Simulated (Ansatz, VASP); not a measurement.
**One calculation of Tl3Cu, two programs**

The input INCAR:

```
SYSTEM = Tl3Cu
PREC = Accurate ; ENCUT = 520
EDIFF = 1E-7 ; ISMEAR = -1
SIGMA = 0.05 ; LREAL = .FALSE.
LASPH = .TRUE. ; NELM = 60
ALGO = Normal ; ISIF = 2
LWAVE = .FALSE. ; LCHARG = .FALSE.
GGA = PE ; NBANDS = 33
```

Contents of KPOINTS:

```
Automatic mesh
0
G
  6 6 6
  0 0 0
```

Contents of POSCAR:

```
Tl3Cu
1.0
    4.6532469689      0.0000000000      0.0000000000
    0.0000000000      4.6532469689      0.0000000000
    0.0000000000      0.0000000000      4.6532469689
Tl Cu
3 1
Direct
    0.5000000000      0.5000000000      0.0000000000
    0.5000000000      0.0000000000      0.5000000000
    0.0000000000      0.5000000000      0.5000000000
    0.0000000000      0.0000000000      0.0000000000
```

input.yaml

```yaml
crystal:
  lattice:
    - [4.6532469689, 0.0, 0.0]
    - [0.0, 4.6532469689, 0.0]
    - [0.0, 0.0, 4.6532469689]
  atoms:
    - { symbol: Tl, position: [0.5, 0.5, 0.0] }
    - { symbol: Tl, position: [0.5, 0.0, 0.5] }
    - { symbol: Tl, position: [0.0, 0.5, 0.5] }
    - { symbol: Cu, position: [0.0, 0.0, 0.0] }
hamiltonian:
  xc: pbe
  pseudopotentials: { kind: paw }
kpoints:
  mp_grid: { grid: [6, 6, 6] }
scf:
  occupations: { method: fermi_dirac, width: 0.05 }
output:
  forces: true
  stress: true
  eigenvalues: true
```

Change from the starting cell: volume scaled by 0.96.

Alike in both runs: task single point; functional PBE; k mesh 6 × 6 × 6; occupations fermi-dirac, width 0.05 eV; no spin polarisation.

|  | VASP | Ansatz |
| --- | --- | --- |
| version | VASP 6.6.1 | Ansatz 0.2.0 |
| potentials or method | VASP PAW PBE potentials, release 64 (Tl_d, Cu) | Ansatz PAW |
| plane-wave cutoff (eV) | 520 | 420 |
| valence electrons in the cell | 50 | 58 |

|  | VASP | Ansatz | Ansatz less VASP |
| --- | --- | --- | --- |
| gap on the k mesh at the Fermi level (eV) | none | none | - |
| pressure (GPa) | 1.5 | 1.5 | +0.03 |

A gap of «none» marks a metal or a gap that the smearing closes. The two sets of potentials don't hold the same shells in valence.

The runs have no spin-orbit coupling, so splittings on Tl are missing.
